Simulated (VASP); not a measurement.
# LiBe16 in VASP: notebook

One slab, LiBe16, is run at these levels: PBE; tasks: single point.

Everything below comes from runs of VASP 6.6.1. Logs are shortened: lines on timing, memory, paths and dates and some standing lists are left out, and cuts for length are marked.

## (1) The structure

The cell holds a slab with vacuum, 17 atoms: a = 4.580 Å, b = 4.580 Å, c = 18.383 Å, α = 90.00°, β = 90.00°, γ = 60.00°.

The cell was built by a generator and needn't be a form met in nature.

## (2) Single point, PBE

File INCAR:

```
SYSTEM = LiBe16
PREC = Accurate
ENCUT = 520
EDIFF = 1E-6
ISMEAR = 0
SIGMA = 0.1
LREAL = Auto
LASPH = .True.
NELM = 100
ALGO = Fast
ISIF = 2
LWAVE = .False.
LCHARG = .False.
GGA = PE
NBANDS = 32
```

File KPOINTS:

```
regular mesh
0
Gamma
  5 5 1
  0 0 0
```

File POSCAR:

```
LiBe16
1.0
    4.5800000000      0.0000000000      0.0000000000
    2.2900000000      3.9663960000      0.0000000000
    0.0000000000      0.0000000000     18.3826450000
Be Li
16 1
Direct
   -0.1666666667      0.3333333333      0.0543990813
    0.3333333333      0.3333333333      0.0543990813
   -0.1666666667      0.8333333333      0.0543990813
    0.3333333333      0.8333333333      0.0543990813
   -0.0002874203      0.0001137052      0.1555415448
    0.5001552639      0.0002082495      0.1556448487
    0.0000952212      0.5000012606      0.1561662100
    0.5001065364      0.4996742635      0.1555936591
   -0.1661892420      0.3339522831      0.2556094077
    0.3321942753      0.3338332834      0.2558754739
   -0.1662453992      0.8322091390      0.2557418152
    0.3336689162      0.8333285431      0.2558061150
    0.0020166097     -0.0010188090      0.3530453316
    0.4993768969     -0.0006101257      0.3541502325
   -0.0002104803      0.5000000000      0.3613272192
    0.4991641395      0.5016402800      0.3536017260
    0.6795220561      0.1668078528      0.4631918856
```

Potentials or basis: VASP PAW PBE potentials, release 64 (Be, Li_sv).

Started as:

```sh
cat potpaw_PBE.64/Be/POTCAR potpaw_PBE.64/Li_sv/POTCAR > POTCAR
mpirun -np 1 vasp_std > vasp.out
```

OUTCAR:

```text
SYSTEM = LiBe16
   PREC = Accurate
   ENCUT = 520
   EDIFF = 1E-6
   ISMEAR = 0
   LREAL = Auto
   LASPH = .True.
   NELM = 100
   ISIF = 2
   GGA = PE

 ion  position               nearest neighbor table
   1  0.833  0.333  0.054-   5 2.28   8 2.28   3 2.29   3 2.29   4 2.29   4 2.29   2 2.29   2 2.29
                             7 2.29
   2  0.333  0.333  0.054-   8 2.28   6 2.28   4 2.29   3 2.29   4 2.29   3 2.29   1 2.29   1 2.29
                             7 2.29
   3  0.833  0.833  0.054-   5 2.28   6 2.28   1 2.29   1 2.29   2 2.29   2 2.29   4 2.29   4 2.29
                             7 2.29
   4  0.333  0.833  0.054-   5 2.28   8 2.28   6 2.28   2 2.29   1 2.29   2 2.29   1 2.29   3 2.29
                             3 2.29
   5  1.000  0.000  0.156-   9 2.27  11 2.27  12 2.27   3 2.28   1 2.28   4 2.28   6 2.29   8 2.29
                             7 2.29   7 2.29   8 2.29   6 2.29
   6  0.500  0.000  0.156-  11 2.27  12 2.27  10 2.27   2 2.28   3 2.28   4 2.28   8 2.29   5 2.29
                             7 2.29   7 2.29   5 2.29   8 2.29
   7  0.000  0.500  0.156-   9 2.25  11 2.26  10 2.26   8 2.29   5 2.29   6 2.29   6 2.29   5 2.29
                             2 2.29   8 2.29   3 2.29   1 2.29
   8  0.500  0.500  0.156-   9 2.27  12 2.27  10 2.27   2 2.28   1 2.28   4 2.28   6 2.29   5 2.29
                             7 2.29   7 2.29   5 2.29   6 2.29
   9  0.834  0.334  0.256-  13 2.23  16 2.24   7 2.25   8 2.27   5 2.27  11 2.28  10 2.28  12 2.29
                            12 2.29  10 2.30  11 2.30  15 2.35
  10  0.332  0.334  0.256-  16 2.23  14 2.24   7 2.26   6 2.27   8 2.27   9 2.28  11 2.28  12 2.29
                            12 2.29  11 2.30   9 2.30  15 2.34
  11  0.834  0.832  0.256-  13 2.23  14 2.24   7 2.26   6 2.27   5 2.27   9 2.28  10 2.28  12 2.29
                            12 2.29  10 2.30   9 2.30  15 2.35
  12  0.334  0.833  0.256-  13 2.22  16 2.23  14 2.24   6 2.27   8 2.27   5 2.27  11 2.29   9 2.29
                            10 2.29  10 2.29   9 2.29  11 2.29
  13  0.002  0.999  0.353-  12 2.22  11 2.23   9 2.23  16 2.28  14 2.28  15 2.29  15 2.30  14 2.30
                            16 2.30  17 2.40
  14  0.499  0.999  0.354-  12 2.24  10 2.24  11 2.24  13 2.28  16 2.28  15 2.29  15 2.29  16 2.30
                            13 2.30  17 2.43
  15  1.000  0.500  0.361-  14 2.29  16 2.29  14 2.29  13 2.29  16 2.30  13 2.30  10 2.34  11 2.35
                             9 2.35
  16  0.499  0.502  0.354-  12 2.23  10 2.23   9 2.24  13 2.28  14 2.28  15 2.29  15 2.30  14 2.30
                            13 2.30  17 2.41
  17  0.680  0.167  0.463-  13 2.40  16 2.41  14 2.43

  LATTYP: Found a hexagonal cell.
 ALAT       =     4.5799996975
 C/A-ratio  =     4.0136782127

  Lattice vectors:

 A1 = (  -2.2900000000,  -3.9663960000,   0.0000000000)
 A2 = (   4.5800000000,   0.0000000000,   0.0000000000)
 A3 = (   0.0000000000,   0.0000000000,  18.3826450000)

Analysis of symmetry for initial positions (statically):
=====================================================================
 Subroutine PRICEL returns:
 Original cell was already a primitive cell.

 Routine SETGRP: Setting up the symmetry group for a
 hexagonal supercell.

 Subroutine GETGRP returns: Found  1 space group operations
 (whereof  1 operations were pure point group operations)
 out of a pool of 24 trial point group operations.

The static configuration has the point symmetry C_1 .

Analysis of symmetry for dynamics (positions and initial velocities):
=====================================================================
 Subroutine PRICEL returns:
 Original cell was already a primitive cell.

 Routine SETGRP: Setting up the symmetry group for a
 hexagonal supercell.

 Subroutine GETGRP returns: Found  1 space group operations
 (whereof  1 operations were pure point group operations)
 out of a pool of 24 trial point group operations.

The dynamic configuration has the point symmetry C_1 .

 Subroutine INISYM returns: Found  1 space group operations
 (whereof  1 operations are pure point group operations),
 and found     1 'primitive' translations

----------------------------------------------------------------------------------------

                                     Primitive cell

  volume of cell :     333.9409

  direct lattice vectors                    reciprocal lattice vectors
     4.580000000  0.000000000  0.000000000     0.218340611 -0.126059022  0.000000000
     2.290000000  3.966396000  0.000000000     0.000000000  0.252118044  0.000000000
     0.000000000  0.000000000 18.382645000     0.000000000  0.000000000  0.054399136

  length of vectors
     4.580000000  4.579999697 18.382645000     0.252118027  0.252118044  0.054399136

  position of ions in fractional coordinates (direct lattice)
     0.833333333  0.333333333  0.054399081
     0.333333333  0.333333333  0.054399081
     0.833333333  0.833333333  0.054399081
     0.333333333  0.833333333  0.054399081
     0.999712580  0.000113705  0.155541545
     0.500155264  0.000208249  0.155644849
[... 9 lines left out ...]
     0.499164140  0.501640280  0.353601726
     0.679522056  0.166807853  0.463191886

  ion indices of the primitive-cell ions
   primitive index   ion index
                 1           1
                 2           2
                 3           3
                 4           4
                 5           5
                 6           6
[... 9 lines left out ...]
                16          16
                17          17

----------------------------------------------------------------------------------------

 KPOINTS: regular mesh

Automatic generation of k-mesh.
 Grid dimensions read from file:
 generate k-points for:    5    5    1

 Generating k-lattice:

  Cartesian coordinates                     Fractional coordinates (reciprocal lattice)
     0.043668122 -0.025211804  0.000000000     0.200000000  0.000000000  0.000000000
     0.000000000  0.050423609  0.000000000     0.000000000  0.200000000  0.000000000
     0.000000000  0.000000000  0.054399136     0.000000000  0.000000000  1.000000000

  Length of vectors
     0.050423605  0.050423609  0.054399136

  Shift w.r.t. Gamma in fractional coordinates (k-lattice)
     0.000000000  0.000000000  0.000000000

 Subroutine IBZKPT returns following result:
 ===========================================

 Found     13 irreducible k-points:

 Following reciprocal coordinates:
            Coordinates               Weight
  0.000000  0.000000  0.000000      1.000000
  0.200000  0.000000  0.000000      2.000000
  0.200000  0.200000  0.000000      2.000000
  0.000000  0.200000  0.000000      2.000000
  0.400000  0.000000  0.000000      2.000000
  0.400000  0.400000  0.000000      2.000000
  0.000000  0.400000  0.000000      2.000000
  0.400000  0.200000  0.000000      2.000000
  0.200000  0.400000  0.000000      2.000000
 -0.200000  0.200000  0.000000      2.000000
 -0.400000  0.200000  0.000000      2.000000
  0.400000 -0.400000  0.000000      2.000000
 -0.200000  0.400000  0.000000      2.000000
   k-points           NKPTS =     13   k-points in BZ     NKDIM =     13   number of bands    NBANDS=     32
   number of dos      NEDOS =    301   number of ions     NIONS =     17
   total plane-waves  NPLWV = 181440
   dimension x,y,z NGX =    36 NGY =   36 NGZ =  140
   dimension x,y,z NGXF=    72 NGYF=   72 NGZF=  280
   ions per type =              16   1
   NGX,Y,Z   is equivalent  to a cutoff of  13.07, 13.07, 12.66 a.u.
   NGXF,Y,Z  is equivalent  to a cutoff of  26.13, 26.13, 25.32 a.u.
 SYSTEM =  LiBe16
   PREC   = accura    normal or accurate (medium, high low for compatibility)
   ISTART =      0    job   : 0-new  1-cont  2-samecut
   ICHARG =      2    charge: 1-file 2-atom 10-const
   ISPIN  =      1    spin polarized calculation?
   LNONCOLLINEAR =      F non collinear calculations
   LSORBIT =      F    spin-orbit coupling
   LASPH  =      T    aspherical Exc in radial PAW
   ENCUT  =  520.0 eV  38.22 Ry    6.18 a.u.   8.52  8.52 34.18*2*pi/ulx,y,z
   NELM   =    100;   NELMIN=  2; NELMDL= -5     # of ELM steps
   EDIFF  = 0.1E-05   stopping-criterion for ELM
   LREAL  =      T    real-space projection
   EDIFFG = 0.1E-04   stopping-criterion for IOM
   NSW    =      0    number of steps for IOM
   IBRION =     -1    ionic relax: 0-MD 1-quasi-New 2-CG
   NFREE  =      0    steps in history (QN), initial steepest desc. (CG)
   ISIF   =      2    stress and relaxation
   ISYM   =      2    0-nonsym 1-usesym 2-fastsym
   POTIM  = 0.5000    time-step for ionic-motion
   TEBEG  =    0.0;   TEEND  =   0.0 temperature during run
   PSTRESS=    0.0 pullay stress
   NELECT =      35.0000    total number of electrons
   NUPDOWN=      -1.0000    fix difference up-down
   EMIN   =  10.00;   EMAX   =-10.00  energy-range for DOS
   EFERMI =   0.00;   METHOD = LEGACY
   ISMEAR =     0;   SIGMA  =   0.10  broadening in eV -4-tet -1-fermi 0-gaus
   EFERMI_NEDOS =   21; number of points for ismear=-14 and -15
   IALGO  =     68    algorithm
   IMIX   =      4    mixing-type and parameters
     AMIX     =   0.40;   BMIX     =  1.00
     AMIX_MAG =   1.60;   BMIX_MAG =  1.00
  volume/ion in A,a.u.               =      19.64       132.56
  Fermi-wavevector in a.u.,A,eV,Ry     =   0.771864  1.458612  8.106006  0.595775
  Thomas-Fermi vector in A             =   1.873374
   LORBIT       =      0    0 simple, 1 ext, 2 COOP (PROOUT), +10 PAW based schemes
   GGA     = PE    functional components
   LHFCALC =     F    Hartree Fock is set to
   AEXX    =    0.0000 exact exchange contribution
   IVDW    =     0    specifies the selected vdW correction
   LEPSILON=     F    determine dielectric tensor
   LRPA    =     F    only Hartree local field effects (RPA)
 non-spin polarized calculation
 RMM-DIIS sequential band-by-band and
 Gauss-broadening in eV      SIGMA  =   0.10
  energy-cutoff  :      520.00
  volume of cell :      333.94
 maximum number of plane-waves:      9041
 NGX is ok and might be reduce to    36
   NGX = 17   NGY = 17   NGZ = 69

 number of electron      34.9999998 magnetization

 Free energy of the ion-electron system (eV)
  ---------------------------------------------------
  ext. energy  EPLUGINS =         0.00000000
  ---------------------------------------------------
  free energy    TOTEN  =       -58.77944392 eV

  energy without entropy =      -58.76054382  energy(sigma->0) =      -58.76999387

 E-fermi :   0.7359     XC(G=0):  -5.6110

 val. band max:        0.6834382126   @ k =   0.4000  -0.4000   0.0000
 cond. band min:       0.8105854024   @ k =   0.4000   0.4000   0.0000
 fundamental gap:      0.1271471898
 Fermi energy:         0.7358953245

 k-point     1 :       0.0000    0.0000    0.0000
  band No.  band energies     occupation
      1     -46.9244      2.00000
      2      -9.4177      2.00000
      3      -8.0284      2.00000
      4      -6.0405      2.00000
      5      -3.2562      2.00000
      6      -3.1786      2.00000
[... 21 lines left out ...]
     28       4.4832      0.00000
     29       5.0844      0.00000

 k-point     2 :       0.2000    0.0000    0.0000
  band No.  band energies     occupation
      1     -46.9244      2.00000
      2      -9.1314      2.00000
      3      -7.7393      2.00000
      4      -5.7442      2.00000
      5      -4.9183      2.00000
      6      -3.6235      2.00000
[... 344 lines left out ...]
 k-point    13 :      -0.2000    0.4000    0.0000
  band No.  band energies     occupation
      1     -46.9243      2.00000
      2      -7.4227      2.00000
      3      -7.4067      2.00000
      4      -6.0316      2.00000
      5      -6.0074      2.00000
      6      -5.9795      2.00000
[... 21 lines left out ...]
     28       5.6423      0.00000
     29       6.3822      0.00000
 [bands above 29 left out]

------------------------ aborting loop because EDIFF is reached ----------------------------------------

  FORCE on cell =-STRESS in cart. coord.  units (eV):
  Direction    XX          YY          ZZ          XY          YZ          ZX
  --------------------------------------------------------------------------------------
  -------------------------------------------------------------------------------------
  Total      -11.4028087    -11.3999281     -0.1702579     -0.0334736     -0.0000774      0.0036422
  in kB      -54.7082560    -54.6944353     -0.8168614     -0.1605993     -0.0003715      0.0174747
  external PRESSURE =     -36.7398509 kB  Pullay stress =       0.0000000 kB

 VOLUME and BASIS-vectors are now :
 -----------------------------------------------------------------------------
  energy-cutoff  :      520.00
  volume of cell :      333.94
      direct lattice vectors                 reciprocal lattice vectors
     4.580000000  0.000000000  0.000000000     0.218340611 -0.126059022  0.000000000
     2.290000000  3.966396000  0.000000000     0.000000000  0.252118044  0.000000000
     0.000000000  0.000000000 18.382645000     0.000000000  0.000000000  0.054399136

 POSITION                                       TOTAL-FORCE (eV/Angst)
 -----------------------------------------------------------------------------------
      4.58000      1.32213      1.00000         0.020353      0.013238     -0.001141
      2.29000      1.32213      1.00000        -0.020506      0.010433      0.008256
      5.72500      3.30533      1.00000        -0.002507     -0.023618      0.003626
      3.43500      3.30533      1.00000         0.002377     -0.000036     -0.013907
      4.57894      0.00045      2.85927        -0.006199      0.003344     -0.004205
      2.29119      0.00083      2.86116         0.006446      0.004080     -0.000755
[... 9 lines left out ...]
      3.43493      1.98970      6.50014         0.002212     -0.001455      0.000139
      3.49420      0.66163      8.51469         0.001744     -0.000205      0.007906
 -----------------------------------------------------------------------------------
    total drift:                                0.001026     -0.000231      0.001145

  FREE ENERGIE OF THE ION-ELECTRON SYSTEM (eV)
  ---------------------------------------------------
  free  energy   TOTEN  =       -58.7794439221 eV

  energy  without entropy=      -58.7605438176  energy(sigma->0) =      -58.76999387
```

It took 9.7 min on 1 thread of Intel Xeon Platinum 8488C (Sapphire Rapids), shared host; peak memory 0.45 GiB.

Results:

| Quantity | Value |
| --- | --- |
| Free energy | -58.7794 eV |
| Largest force | 0.034 eV/Å |
| Band gap on the k mesh | none (metal or under the smearing width) |

Forces in eV/Å, atoms in the order of the input:
```
Be   0.020  0.013 -0.001
Be  -0.021  0.010  0.008
Be  -0.003 -0.024  0.004
Be   0.002  0.000 -0.014
Be  -0.006  0.003 -0.004
Be   0.006  0.004 -0.001
Be   0.001  0.000  0.017
Be   0.000 -0.007 -0.002
Be  -0.015 -0.009 -0.020
Be   0.013 -0.007 -0.021
Be   0.001  0.016 -0.020
Be  -0.001  0.000  0.012
Be  -0.002  0.003  0.007
Be   0.000 -0.001 -0.006
Be   0.000  0.000  0.034
Be   0.002 -0.001  0.000
Li   0.002  0.000  0.008
```

Caveat: the cutoff is under 1.25 times the usual one of these potentials, so pressure, stress and relaxed cells hold a basis-set (Pulay) error.

## (3) Single point, PBE

File INCAR:

```
SYSTEM = LiBe16
ALGO     = Fast           ! electronic algorithm
EDIFF    = 1E-7           ! SCF threshold, eV
ENCUT    = 520            ! plane-wave cutoff, eV
GGA      = PE             ! functional
ISIF     = 2              ! what is computed and relaxed
ISMEAR   = 0              ! smearing method
LASPH    = .TRUE.         ! aspherical terms in the spheres
LCHARG   = .TRUE.         ! write CHGCAR
LELF     = .TRUE.         ! ELF
LREAL    = Auto         
LVHAR    = .TRUE.       
LWAVE    = .FALSE.        ! write WAVECAR
NBANDS   = 32             ! bands
NELM     = 100            ! most SCF steps
PREC     = Accurate       ! precision mode
SIGMA    = 0.1            ! smearing width, eV
```

File KPOINTS:

```
k-points
0
G
  5 5 1
  0 0 0
```

File POSCAR:

```
LiBe16
1.0
    4.5800000000      0.0000000000      0.0000000000
    2.2900000000      3.9663960000      0.0000000000
    0.0000000000      0.0000000000     18.3826450000
Be Li
16 1
Direct
   -0.1666667000      0.3333333000      0.0543991000
    0.3333333000      0.3333333000      0.0543991000
   -0.1666667000      0.8333333000      0.0543991000
    0.3333333000      0.8333333000      0.0543991000
    0.0001065332     -0.0003258227      0.1555936561
    0.5000952607      0.0000011908      0.1561661925
    0.0001552215      0.5002081852      0.1556448703
    0.4997125048      0.5001138719      0.1555415552
   -0.1663310512      0.3333285407      0.2558061429
    0.3337545019      0.3322092915      0.2557418363
   -0.1678058105      0.8338334306      0.2558754758
    0.3338106164      0.8339523540      0.2556094201
   -0.0008359547      0.0016402860      0.3536017283
    0.4997895503      0.0000000891      0.3613272074
   -0.0006229899      0.4993897853      0.3541502057
    0.5020165455      0.4989812332      0.3530453491
    0.1795219755      0.6668079459      0.4631919109
```

Potentials or basis: VASP PAW PBE potentials, release 64 (Be, Li_sv).

Started as:

```sh
cat potpaw_PBE.64/Be/POTCAR potpaw_PBE.64/Li_sv/POTCAR > POTCAR
mpirun -np 1 vasp_std > vasp.out
```

Run time: 5.4 min. Hardware: 1 thread of Intel Xeon Platinum 8488C (Sapphire Rapids), shared host; peak memory 0.44 GiB.

It converged, with:

| Item | Value |
| --- | --- |
| Free energy | -58.7794 eV |
| Largest force | 0.034 eV/Å |
| Band gap on the k mesh | none (metal or under the smearing width) |

Forces in eV/Å, atoms in the order of the input:
```
Be   0.002  0.000 -0.014
Be  -0.003 -0.024  0.004
Be  -0.020  0.010  0.008
Be   0.020  0.013 -0.001
Be   0.000 -0.007 -0.002
Be   0.001  0.000  0.017
Be   0.006  0.004 -0.001
Be  -0.006  0.003 -0.004
Be  -0.001  0.000  0.012
Be   0.001  0.016 -0.020
Be   0.013 -0.007 -0.021
Be  -0.015 -0.009 -0.020
Be   0.002 -0.001  0.000
Be   0.000  0.000  0.034
Be   0.000 -0.001 -0.006
Be  -0.002  0.003  0.007
Li   0.002  0.000  0.008
```

Levels at points of the mesh, in eV from the Fermi level:
| k point | band 14 | band 15 | band 16 | band 17 | band 18 | band 19 | band 20 | band 21 | band 22 | band 23 |
| --- | --- | --- | --- | --- | --- | --- | --- | --- | --- | --- |
| (0.00, 0.00, 0.00) | -2.13 | -2.13 | -1.84 | -1.84 | -1.83 | 0.33 | 2.42 | 2.45 | 2.46 | 2.65 |

Caveat: the cutoff is under 1.25 times the usual one of these potentials, so pressure, stress and relaxed cells hold a basis-set (Pulay) error.
